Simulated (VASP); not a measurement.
Crystal: LiBe.

```xyz
4
Lattice="2.2960 0.0000 0.0000 0.0000 3.6128 0.0000 -0.4017 0.0000 5.5135" Properties=species:S:1:pos:R:3 pbc="T T T"
Be    0.3890    2.7096    2.3368
Be    1.5053    0.9032    3.1767
Li    0.2647    2.7096    4.6597
Li    1.6296    0.9032    0.8538
```

The cell comes from a database or a generator and needn't be the stable form of this composition.

* Program: VASP 6.6.1
* Task: relaxation of cell and atoms
* Functional: MS2
* Potentials or basis: VASP PAW PBE potentials, release 64 (Be, Li_sv)
* Cutoff: 600 eV
* k mesh: 11 × 7 × 5
* Occupations: methfessel-paxton, width 0.1 eV
* Spin: no spin polarisation

At the start: pressure -1.1 GPa; volume 11.43 Å³/atom.

Question: Where does the relaxation end?

Answer: Over 22 steps the energy falls by 3.0 meV/atom and the volume is 11.27 Å³/atom (-1.5 %); space group P2_1/m (No. 11, to 0.05 Å).

Step by step:
| step | energy change (eV) | largest force (eV/Å) | pressure (GPa) | volume (Å³) |
| --- | --- | --- | --- | --- |
| 1 | 0.0000 | 0.0070 | -1.15 | 45.73 |
| 2 | -0.0054 | 0.0391 | -0.46 | 45.19 |
| 3 | -0.0064 | 0.0455 | 0.09 | 44.81 |
| 4 | -0.0064 | 0.0441 | 0.03 | 44.86 |
| 5 | -0.0073 | 0.0185 | 0.11 | 44.79 |
| 6 | -0.0081 | 0.0223 | 0.29 | 44.65 |
| 7 | -0.0082 | 0.0314 | 0.36 | 44.59 |
| 8 | -0.0090 | 0.0327 | 0.13 | 44.77 |
| 9 | -0.0091 | 0.0499 | 0.05 | 44.84 |
| 10 | -0.0098 | 0.0141 | -0.04 | 44.94 |
| 11 | -0.0099 | 0.0292 | -0.07 | 44.99 |
| 12 | -0.0099 | 0.0305 | -0.14 | 45.08 |
| 13 | -0.0104 | 0.0357 | -0.12 | 45.08 |
| 14 | -0.0107 | 0.0361 | -0.17 | 45.10 |
| 15 | -0.0107 | 0.0354 | -0.13 | 45.09 |
| 16 | -0.0112 | 0.0375 | -0.04 | 45.01 |
| 17 | -0.0113 | 0.0278 | 0.31 | 44.78 |
| 18 | -0.0115 | 0.0095 | 0.16 | 44.88 |
| 19 | -0.0117 | 0.0111 | 0.07 | 44.97 |
| 20 | -0.0117 | 0.0133 | 0.04 | 45.00 |
| 21 | -0.0118 | 0.0143 | 0.02 | 45.01 |
| 22 | -0.0118 | 0.0057 | -0.03 | 45.06 |

Final structure:
```cif
data_structure
_symmetry_space_group_name_H-M 'P 1'
_symmetry_Int_Tables_number 1
_cell_length_a 2.2675
_cell_length_b 3.5915
_cell_length_c 5.5331
_cell_angle_alpha 90.000
_cell_angle_beta 89.991
_cell_angle_gamma 90.000
_cell_volume 45.06
loop_
_atom_site_label
_atom_site_type_symbol
_atom_site_fract_x
_atom_site_fract_y
_atom_site_fract_z
_atom_site_occupancy
Be1 Be 0.24762 0.75000 0.42482 1
Be2 Be 0.75238 0.25000 0.57518 1
Li1 Li 0.26366 0.75000 0.84334 1
Li2 Li 0.73634 0.25000 0.15666 1
```

Caveat: the cutoff is under 1.25 times the usual one of these potentials, so pressure, stress and relaxed cells hold a basis-set (Pulay) error; the PAW data sets were made with another functional, which shifts forces and pressure a little.
